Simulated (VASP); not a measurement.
# Si63B (a cell with a defect) in VASP: relaxation of the atoms with PBE

Aim: the relaxation of the atoms of Si63B (a cell with a defect) with PBE.

All numbers are computed with VASP 6.6.1; they aren't measurements. Logs are shortened: lines on timing, memory, paths and dates and some standing lists are left out, and cuts for length are marked.

## (1) The structure

The cell holds a defect, 64 atoms: a = 10.938 Å, b = 10.938 Å, c = 10.938 Å, α = 90.00°, β = 90.00°, γ = 90.00°.

The cell was built by a generator and needn't be a form met in nature.

## (2) Relaxation of the atoms, PBE

INCAR

```
SYSTEM = Si63B
PREC = Accurate
ENCUT = 450
EDIFF = 1E-6
ISMEAR = 0
SIGMA = 0.02
LREAL = .False.
LASPH = .True.
NELM = 60
ALGO = Normal
ISIF = 2
LWAVE = .False.
LCHARG = .False.
GGA = PE
IBRION = 2
NSW = 60
EDIFFG = -0.005
NELECT = 256
```

KPOINTS

```
Automatic mesh
0
Gamma
  2 2 2
  0 0 0
```

POSCAR

```
Si63B
1.0
   10.9380000000      0.0000000000      0.0000000000
    0.0000000000     10.9380000000      0.0000000000
    0.0000000000      0.0000000000     10.9380000000
B Si
1 63
Direct
    0.0000000000      0.0000000000      0.0000000000
    0.0000000000      0.2500000000      0.2500000000
    0.2500000000      0.0000000000      0.2500000000
    0.2500000000      0.2500000000      0.0000000000
    0.1250000000      0.1250000000      0.1250000000
    0.1250000000      0.3750000000      0.3750000000
    0.3750000000      0.1250000000      0.3750000000
    0.3750000000      0.3750000000      0.1250000000
    0.0000000000      0.0000000000      0.5000000000
    0.0000000000      0.2500000000      0.7500000000
    0.2500000000      0.0000000000      0.7500000000
    0.2500000000      0.2500000000      0.5000000000
    0.1250000000      0.1250000000      0.6250000000
    0.1250000000      0.3750000000      0.8750000000
    0.3750000000      0.1250000000      0.8750000000
    0.3750000000      0.3750000000      0.6250000000
    0.0000000000      0.5000000000      0.0000000000
    0.0000000000      0.7500000000      0.2500000000
    0.2500000000      0.5000000000      0.2500000000
    0.2500000000      0.7500000000      0.0000000000
    0.1250000000      0.6250000000      0.1250000000
    0.1250000000      0.8750000000      0.3750000000
    0.3750000000      0.6250000000      0.3750000000
    0.3750000000      0.8750000000      0.1250000000
    0.0000000000      0.5000000000      0.5000000000
    0.0000000000      0.7500000000      0.7500000000
    0.2500000000      0.5000000000      0.7500000000
    0.2500000000      0.7500000000      0.5000000000
    0.1250000000      0.6250000000      0.6250000000
    0.1250000000      0.8750000000      0.8750000000
    0.3750000000      0.6250000000      0.8750000000
    0.3750000000      0.8750000000      0.6250000000
    0.5000000000      0.0000000000      0.0000000000
    0.5000000000      0.2500000000      0.2500000000
    0.7500000000      0.0000000000      0.2500000000
    0.7500000000      0.2500000000      0.0000000000
    0.6250000000      0.1250000000      0.1250000000
    0.6250000000      0.3750000000      0.3750000000
    0.8750000000      0.1250000000      0.3750000000
    0.8750000000      0.3750000000      0.1250000000
    0.5000000000      0.0000000000      0.5000000000
    0.5000000000      0.2500000000      0.7500000000
    0.7500000000      0.0000000000      0.7500000000
    0.7500000000      0.2500000000      0.5000000000
    0.6250000000      0.1250000000      0.6250000000
    0.6250000000      0.3750000000      0.8750000000
    0.8750000000      0.1250000000      0.8750000000
    0.8750000000      0.3750000000      0.6250000000
    0.5000000000      0.5000000000      0.0000000000
    0.5000000000      0.7500000000      0.2500000000
    0.7500000000      0.5000000000      0.2500000000
    0.7500000000      0.7500000000      0.0000000000
    0.6250000000      0.6250000000      0.1250000000
    0.6250000000      0.8750000000      0.3750000000
    0.8750000000      0.6250000000      0.3750000000
    0.8750000000      0.8750000000      0.1250000000
    0.5000000000      0.5000000000      0.5000000000
    0.5000000000      0.7500000000      0.7500000000
    0.7500000000      0.5000000000      0.7500000000
    0.7500000000      0.7500000000      0.5000000000
    0.6250000000      0.6250000000      0.6250000000
    0.6250000000      0.8750000000      0.8750000000
    0.8750000000      0.6250000000      0.8750000000
    0.8750000000      0.8750000000      0.6250000000
```

Potentials or basis: VASP PAW PBE potentials, release 64 (B, Si).

Run with:

```console
cat potpaw_PBE.64/B/POTCAR potpaw_PBE.64/Si/POTCAR > POTCAR
mpirun -np 4 vasp_std > vasp.out
```

OUTCAR:

```text
SYSTEM = Si63B
   PREC = Accurate
   ENCUT = 450
   EDIFF = 1E-6
   ISMEAR = 0
   LREAL = .False.
   LASPH = .True.
   NELM = 60
   ISIF = 2
   GGA = PE
   IBRION = 2
   NSW = 60
   EDIFFG = -0.005
   NELECT = 256

 ion  position               nearest neighbor table
   1  0.000  0.000  0.000-   5 2.37  30 2.37  47 2.37  56 2.37
   2  0.000  0.250  0.250-   5 2.37   6 2.37  39 2.37  40 2.37
   3  0.250  0.000  0.250-   5 2.37   7 2.37  22 2.37  24 2.37
   4  0.250  0.250  0.000-   5 2.37   8 2.37  14 2.37  15 2.37
   5  0.125  0.125  0.125-   1 2.37   2 2.37   3 2.37   4 2.37
   6  0.125  0.375  0.375-   2 2.37  12 2.37  19 2.37  25 2.37
[... 56 lines left out ...]
  63  0.875  0.625  0.875-  17 2.37  26 2.37  52 2.37  59 2.37
  64  0.875  0.875  0.625-   9 2.37  26 2.37  43 2.37  60 2.37

  LATTYP: Found a simple cubic cell.
 ALAT       =    10.9380000000

  Lattice vectors:

 A1 = (  10.9380000000,   0.0000000000,   0.0000000000)
 A2 = (   0.0000000000,  10.9380000000,   0.0000000000)
 A3 = (   0.0000000000,   0.0000000000,  10.9380000000)

Analysis of symmetry for initial positions (statically):
=====================================================================
 Subroutine PRICEL returns:
 Original cell was already a primitive cell.

 Routine SETGRP: Setting up the symmetry group for a
 simple cubic supercell.

 Subroutine GETGRP returns: Found 24 space group operations
 (whereof 24 operations were pure point group operations)
 out of a pool of 48 trial point group operations.

The static configuration has the point symmetry T_d .

Analysis of symmetry for dynamics (positions and initial velocities):
=====================================================================
 Subroutine PRICEL returns:
 Original cell was already a primitive cell.

 Routine SETGRP: Setting up the symmetry group for a
 simple cubic supercell.

 Subroutine GETGRP returns: Found 24 space group operations
 (whereof 24 operations were pure point group operations)
 out of a pool of 48 trial point group operations.

The dynamic configuration has the point symmetry T_d .

 Subroutine INISYM returns: Found 24 space group operations
 (whereof 24 operations are pure point group operations),
 and found     1 'primitive' translations

----------------------------------------------------------------------------------------

                                     Primitive cell

  volume of cell :    1308.6206

  direct lattice vectors                    reciprocal lattice vectors
    10.938000000  0.000000000  0.000000000     0.091424392  0.000000000  0.000000000
     0.000000000 10.938000000  0.000000000     0.000000000  0.091424392  0.000000000
     0.000000000  0.000000000 10.938000000     0.000000000  0.000000000  0.091424392

  length of vectors
    10.938000000 10.938000000 10.938000000     0.091424392  0.091424392  0.091424392

  position of ions in fractional coordinates (direct lattice)
     0.000000000  0.000000000  0.000000000
     0.000000000  0.250000000  0.250000000
     0.250000000  0.000000000  0.250000000
     0.250000000  0.250000000  0.000000000
     0.125000000  0.125000000  0.125000000
     0.125000000  0.375000000  0.375000000
[... 56 lines left out ...]
     0.875000000  0.625000000  0.875000000
     0.875000000  0.875000000  0.625000000

  ion indices of the primitive-cell ions
   primitive index   ion index
                 1           1
                 2           2
                 3           3
                 4           4
                 5           5
                 6           6
[... 56 lines left out ...]
                63          63
                64          64

[... 21 lines left out ...]
 Subroutine IBZKPT returns following result:
 ===========================================

 Found      4 irreducible k-points:

 Following reciprocal coordinates:
            Coordinates               Weight
  0.000000  0.000000  0.000000      1.000000
  0.500000  0.000000  0.000000      3.000000
  0.500000  0.500000  0.000000      3.000000
  0.500000  0.500000  0.500000      1.000000
   k-points           NKPTS =      4   k-points in BZ     NKDIM =      4   number of bands    NBANDS=    164
   number of dos      NEDOS =    301   number of ions     NIONS =     64
   total plane-waves  NPLWV = 512000
   dimension x,y,z NGX =    80 NGY =   80 NGZ =   80
   dimension x,y,z NGXF=   160 NGYF=  160 NGZF=  160
   ions per type =               1  63
   NGX,Y,Z   is equivalent  to a cutoff of  12.16, 12.16, 12.16 a.u.
   NGXF,Y,Z  is equivalent  to a cutoff of  24.32, 24.32, 24.32 a.u.
 SYSTEM =  Si63B
   PREC   = accura    normal or accurate (medium, high low for compatibility)
   ISTART =      0    job   : 0-new  1-cont  2-samecut
   ICHARG =      2    charge: 1-file 2-atom 10-const
   ISPIN  =      1    spin polarized calculation?
   LNONCOLLINEAR =      F non collinear calculations
   LSORBIT =      F    spin-orbit coupling
   LASPH  =      T    aspherical Exc in radial PAW
   ENCUT  =  450.0 eV  33.07 Ry    5.75 a.u.  18.92 18.92 18.92*2*pi/ulx,y,z
   NELM   =     60;   NELMIN=  2; NELMDL= -5     # of ELM steps
   EDIFF  = 0.1E-05   stopping-criterion for ELM
   LREAL  =      F    real-space projection
   EDIFFG = -.5E-02   stopping-criterion for IOM
   NSW    =     60    number of steps for IOM
   IBRION =      2    ionic relax: 0-MD 1-quasi-New 2-CG
   NFREE  =      1    steps in history (QN), initial steepest desc. (CG)
   ISIF   =      2    stress and relaxation
   ISYM   =      2    0-nonsym 1-usesym 2-fastsym
   POTIM  = 0.5000    time-step for ionic-motion
   TEBEG  =    0.0;   TEEND  =   0.0 temperature during run
   PSTRESS=    0.0 pullay stress
   NELECT =     256.0000    total number of electrons
   NUPDOWN=      -1.0000    fix difference up-down
   EMIN   =  10.00;   EMAX   =-10.00  energy-range for DOS
   EFERMI =   0.00;   METHOD = LEGACY
   ISMEAR =     0;   SIGMA  =   0.02  broadening in eV -4-tet -1-fermi 0-gaus
   EFERMI_NEDOS =   21; number of points for ismear=-14 and -15
   IALGO  =     38    algorithm
   IMIX   =      4    mixing-type and parameters
     AMIX     =   0.40;   BMIX     =  1.00
     AMIX_MAG =   1.60;   BMIX_MAG =  1.00
  volume/ion in A,a.u.               =      20.45       137.98
  Fermi-wavevector in a.u.,A,eV,Ry     =   0.950350  1.795901 12.288307  0.903165
  Thomas-Fermi vector in A             =   2.078718
   LORBIT       =      0    0 simple, 1 ext, 2 COOP (PROOUT), +10 PAW based schemes
   GGA     = PE    functional components
   LHFCALC =     F    Hartree Fock is set to
   AEXX    =    0.0000 exact exchange contribution
   IVDW    =     0    specifies the selected vdW correction
   LEPSILON=     F    determine dielectric tensor
   LRPA    =     F    only Hartree local field effects (RPA)
 conjugate gradient relaxation of ions
 non-spin polarized calculation
 Gauss-broadening in eV      SIGMA  =   0.02
  energy-cutoff  :      450.00
  volume of cell :     1308.62
 maximum number of plane-waves:     28480
 NGX is ok and might be reduce to    80
   NGX = 37   NGY = 37   NGZ = 37

--------------------------------------- Ionic step        1  -------------------------------------------

 number of electron     255.9999979 magnetization

 Free energy of the ion-electron system (eV)
  ---------------------------------------------------
  ext. energy  EPLUGINS =         0.00000000
  ---------------------------------------------------
  free energy    TOTEN  =      -340.63545912 eV

  energy without entropy =     -340.63545912  energy(sigma->0) =     -340.63545912

------------------------ aborting loop because EDIFF is reached ----------------------------------------

  FORCE on cell =-STRESS in cart. coord.  units (eV):
  Direction    XX          YY          ZZ          XY          YZ          ZX
  --------------------------------------------------------------------------------------
  -------------------------------------------------------------------------------------
  Total        3.0141476      3.0141476      3.0141476     -0.0000000      0.0000000      0.0000000
  in kB        3.6902972      3.6902972      3.6902972     -0.0000000      0.0000000      0.0000000
  external PRESSURE =       3.6902972 kB  Pullay stress =       0.0000000 kB
[... 275 lines left out ...]
  FREE ENERGIE OF THE ION-ELECTRON SYSTEM (eV)
  ---------------------------------------------------
  free  energy   TOTEN  =      -341.7284957585 eV

  energy  without entropy=     -341.7284957585  energy(sigma->0) =     -341.72849576

[... ionic steps 4 to 11 ...]

--------------------------------------- Ionic step       12  -------------------------------------------

 number of electron     255.9999990 magnetization

------------------------ aborting loop because EDIFF is reached ----------------------------------------
[... 191 lines left out ...]
--------------------------------------- Ionic step       14  -------------------------------------------

 number of electron     255.9999990 magnetization

 Free energy of the ion-electron system (eV)
  ---------------------------------------------------
  ext. energy  EPLUGINS =         0.00000000
  ---------------------------------------------------
  free energy    TOTEN  =      -341.98261938 eV

  energy without entropy =     -341.98261938  energy(sigma->0) =     -341.98261938

 E-fermi :   5.6967     XC(G=0):  -9.3218

 val. band max:        5.5711845943   @ k =   0.0000   0.0000   0.0000
 cond. band min:       6.1943660931   @ k =   0.5000   0.0000   0.0000
 fundamental gap:      0.6231814987
 Fermi energy:         5.6966905101

 k-point     1 :       0.0000    0.0000    0.0000
  band No.  band energies     occupation
      1      -6.2432      2.00000
      2      -5.1889      2.00000
      3      -5.1817      2.00000
      4      -5.1817      2.00000
      5      -5.1798      2.00000
      6      -5.1798      2.00000
[... 561 lines left out ...]
    139       7.0998      0.00000
    140       7.0998      0.00000
 [bands above 140 left out]

------------------------ aborting loop because EDIFF is reached ----------------------------------------

  FORCE on cell =-STRESS in cart. coord.  units (eV):
  Direction    XX          YY          ZZ          XY          YZ          ZX
  --------------------------------------------------------------------------------------
  -------------------------------------------------------------------------------------
  Total       -0.4952266     -0.4952266     -0.4952266     -0.0000000      0.0000000      0.0000000
  in kB       -0.6063185     -0.6063185     -0.6063185     -0.0000000      0.0000000      0.0000000
  external PRESSURE =      -0.6063185 kB  Pullay stress =       0.0000000 kB
[... 79 lines left out ...]
  FREE ENERGIE OF THE ION-ELECTRON SYSTEM (eV)
  ---------------------------------------------------
  free  energy   TOTEN  =      -341.9826193759 eV

  energy  without entropy=     -341.9826193759  energy(sigma->0) =     -341.98261938

 reached required accuracy - stopping structural energy minimisation
```

It took 35 min on 4 MPI ranks of Intel Xeon 6975P-C (Granite Rapids), shared host; peak memory 0.48 GiB.

Results:

| Item | Value |
| --- | --- |
| Free energy | -341.9826 eV |
| Energy gained by relaxing | 21.0 meV/atom |
| Ionic steps | 14 |
| Band gap on the k mesh | 0.62 eV, indirect (least direct gap 0.69 eV) |

Step by step:
| step | energy change (eV) | largest force (eV/Å) | pressure (GPa) |
| --- | --- | --- | --- |
| 1 | 0.0000 | 2.1202 | 0.37 |
| 2 | -0.7344 | 1.3317 | 0.18 |
| 3 | -1.0930 | 0.5932 | 0.02 |
| 4 | -1.2779 | 0.2201 | -0.04 |
| 5 | -1.2882 | 0.2712 | -0.04 |
| 6 | -1.3394 | 0.0770 | -0.06 |
| 7 | -1.3407 | 0.0653 | -0.06 |
| 8 | -1.3457 | 0.0254 | -0.06 |
| 9 | -1.3462 | 0.0464 | -0.06 |
| 10 | -1.3469 | 0.0150 | -0.06 |
| 11 | -1.3470 | 0.0123 | -0.06 |
| 12 | -1.3471 | 0.0068 | -0.06 |
| 13 | -1.3471 | 0.0062 | -0.06 |
| 14 | -1.3472 | 0.0020 | -0.06 |

Final structure:
```
B Si
1.0
    10.93800    0.00000    0.00000
     0.00000   10.93800    0.00000
     0.00000    0.00000   10.93800
B Si
1 63
Direct
  0.00000 0.00000 0.00000
  0.00141 0.24546 0.24546
  0.24546 0.00141 0.24546
  0.24546 0.24546 0.00141
  0.11076 0.11076 0.11076
  0.12442 0.37312 0.37312
  0.37312 0.12442 0.37312
  0.37312 0.37312 0.12442
  0.00000 0.00000 0.50000
  0.99859 0.24546 0.75454
  0.24546 0.99859 0.75454
  0.24965 0.24965 0.49985
  0.12497 0.12497 0.62603
  0.12497 0.37397 0.87503
  0.37397 0.12497 0.87503
  0.37490 0.37490 0.62510
  0.00000 0.50000 0.00000
  0.99859 0.75454 0.24546
  0.24965 0.49985 0.24965
  0.24546 0.75454 0.99859
  0.12497 0.62603 0.12497
  0.12497 0.87503 0.37397
  0.37490 0.62510 0.37490
  0.37397 0.87503 0.12497
  0.00000 0.50000 0.50000
  0.00141 0.75454 0.75454
  0.24965 0.50015 0.75035
  0.24965 0.75035 0.50015
  0.12442 0.62688 0.62688
  0.11076 0.88924 0.88924
  0.37312 0.62688 0.87558
  0.37312 0.87558 0.62688
  0.50000 0.00000 0.00000
  0.49985 0.24965 0.24965
  0.75454 0.99859 0.24546
  0.75454 0.24546 0.99859
  0.62603 0.12497 0.12497
  0.62510 0.37490 0.37490
  0.87503 0.12497 0.37397
  0.87503 0.37397 0.12497
  0.50000 0.00000 0.50000
  0.50015 0.24965 0.75035
  0.75454 0.00141 0.75454
  0.75035 0.24965 0.50015
  0.62688 0.12442 0.62688
  0.62688 0.37312 0.87558
  0.88924 0.11076 0.88924
  0.87558 0.37312 0.62688
  0.50000 0.50000 0.00000
  0.50015 0.75035 0.24965
  0.75035 0.50015 0.24965
  0.75454 0.75454 0.00141
  0.62688 0.62688 0.12442
  0.62688 0.87558 0.37312
  0.87558 0.62688 0.37312
  0.88924 0.88924 0.11076
  0.50000 0.50000 0.50000
  0.49985 0.75035 0.75035
  0.75035 0.49985 0.75035
  0.75035 0.75035 0.49985
  0.62510 0.62510 0.62510
  0.62603 0.87503 0.87503
  0.87503 0.62603 0.87503
  0.87503 0.87503 0.62603
```

Levels at points of the mesh, in eV from the valence-band top:
| k point | band 125 | band 126 | band 127 | band 128 | band 129 | band 130 | band 131 | band 132 |
| --- | --- | --- | --- | --- | --- | --- | --- | --- |
| (0.00, 0.00, 0.00) | -1.13 | 0.00 | 0.00 | 0.00 | 0.69 | 0.69 | 0.73 | 0.73 |
| (0.50, 0.00, 0.00) | -0.81 | -0.81 | -0.74 | -0.74 | 0.62 | 0.62 | 1.53 | 1.55 |
| (0.50, 0.50, 0.00) | -0.34 | -0.29 | -0.29 | -0.23 | 1.17 | 1.20 | 1.22 | 1.22 |
| (0.50, 0.50, 0.50) | -0.69 | -0.68 | -0.68 | -0.68 | 1.38 | 1.38 | 1.44 | 1.44 |

Caveat: the cell carries a net charge on a neutralising background, which shifts energy and pressure; the cell is charged against a uniform background, so pressure and absolute levels hang on convention. Expect the measured gap to be larger: semilocal functionals such as PBE lack the derivative discontinuity.
